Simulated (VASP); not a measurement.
An input for Quantum ESPRESSO's pw.x (written as the equivalent of a VASP run, and not itself run):

```
&CONTROL
  calculation = 'scf'
  pseudo_dir = './pseudo'
  outdir = './out'
  tprnfor = .true.
  tstress = .true.
/
&SYSTEM
  ibrav = 0
  nat = 3
  ntyp = 2
  ecutwfc = 96
  occupations = 'smearing'
  smearing = 'methfessel-paxton'
  degauss = 0.00735
  input_dft = 'revpbe'
/
&ELECTRONS
  conv_thr = 7.3e-09
  electron_maxstep = 100
/
ATOMIC_SPECIES
  Co 58.933 Co.upf
  Si 28.085 Si.upf
CELL_PARAMETERS angstrom
     0.0000000    2.6613342    2.6613342
     2.6613342    0.0000000    2.6613342
     2.6613342    2.6613342    0.0000000
ATOMIC_POSITIONS crystal
  Co   0.0000000  0.0000000  0.0000000
  Si   0.2500000  0.2500000  0.2500000
  Si   0.7500000  0.7500000  0.7500000
K_POINTS automatic
  10 10 10 0 0 0
```

**Question.** Write the VASP files for the same calculation (revPBE).

**Answer.** One answer among several that fit: 
### POSCAR
```
CoSi2
1
    0.0000000000     2.6613342107     2.6613342107
    2.6613342107     0.0000000000     2.6613342107
    2.6613342107     2.6613342107     0.0000000000
Co Si
1 2
Direct
  0.0000000000   0.0000000000   0.0000000000
  0.2500000000   0.2500000000   0.2500000000
  0.7500000000   0.7500000000   0.7500000000
```

KPOINTS:
```
Automatic mesh
0
Gamma
10 10 10
0 0 0
```

INCAR:
```
! general
SYSTEM   =  CoSi2
PREC     =  Accurate
ENCUT    =  520
LREAL    =  .FALSE.
LASPH    =  .TRUE.

! electronic loop
EDIFF    =  1E-7
NELM     =  100
ALGO     =  Normal
LMAXMIX  =  4

! smearing
ISMEAR   =  1
SIGMA    =  0.1

! functional
GGA      =  RE

! ions
ISIF     =  2

! output
LWAVE    =  .FALSE.
LCHARG   =  .FALSE.
```

POTCAR, in this order: Co Si (PBE.64 set). Program: vasp_std.

What does not carry over: the potentials are each code's own (VASP's PAW set, PseudoDojo norm-conserving files in pw.x), so ENCUT and ecutwfc are chosen apart and not converted; conv_thr bounds pw.x's estimated SCF error, while EDIFF bounds the energy change between steps.

The compound is CoSi2 in the fluorite structure. This cell is one point of a volume scan, at 0.97 of the reference volume.
